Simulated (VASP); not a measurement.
Set up this calculation in VASP 6.6.1, as the native input.

| Property | Result |
| --- | --- |
| Task | relaxation of cell and atoms |
| Functional | PBEsol |
| Potentials or basis | VASP PAW PBE potentials, release 64 (Hf_pv) |
| Cutoff | 600 eV |
| k mesh | 18 × 18 × 9 |
| Occupations | methfessel-paxton, width 0.1 eV |
| Spin | no spin polarisation |
| Further INCAR settings | ALGO = Normal; EDIFF = 1e-07; IBRION = 2; EDIFFG = -0.005; NSW = 90; ISIF = 3 |

The structure of Hf lies in POSCAR:

```
Hf                                      
1.0
    3.1578181601      0.0000000000      0.0000000000
   -1.5789090801      2.7347507472     -0.0000000000
    0.0000000000      0.0000000000      4.9901273943
  Hf            
     2
Direct
     0.3333333332999970    0.6666666667000030    0.2500000000000000
     0.6666666667000030    0.3333333332999970    0.7500000000000000
```

The input as run:

INCAR

```
SYSTEM = Hf
PREC = Accurate
ENCUT = 600
EDIFF = 1E-7
ISMEAR = 1
SIGMA = 0.1
LREAL = .False.
LASPH = .True.
NELM = 80
ALGO = Normal
ISIF = 3
LWAVE = .False.
LCHARG = .False.
GGA = PS
IBRION = 2
NSW = 90
EDIFFG = -0.005
```

KPOINTS

```
Automatic mesh
0
Gamma
  18 18 9
  0 0 0
```

Potentials or basis: VASP PAW PBE potentials, release 64 (Hf_pv).

The run is started by

```console
$ cat potpaw_PBE.64/Hf_pv/POTCAR > POTCAR
$ mpirun -np 1 vasp_std > vasp.out
```

It gave:

* Relaxed volume: 21.54 Å³/atom
* Relaxed cell: a = 3.158 Å, b = 3.158 Å, c = 4.989 Å, α = 90.00°, β = 90.00°, γ = 120.00°
* Space group after relaxing (to 0.05 Å): P6_3/mmc (No. 194)
* Energy gained by relaxing: 0.0 meV/atom
* Ionic steps: 3
* Pressure after relaxing: 0.0 GPa
* Band gap on the k mesh: none (metal or under the smearing width)

Caveat: the PAW data sets were made with another functional, which shifts forces and pressure a little.

Run time: 88 s on 1 thread of Intel(R) Xeon(R) 6975P-C (Granite Rapids), on a shared host, peak memory 0.27 GiB.
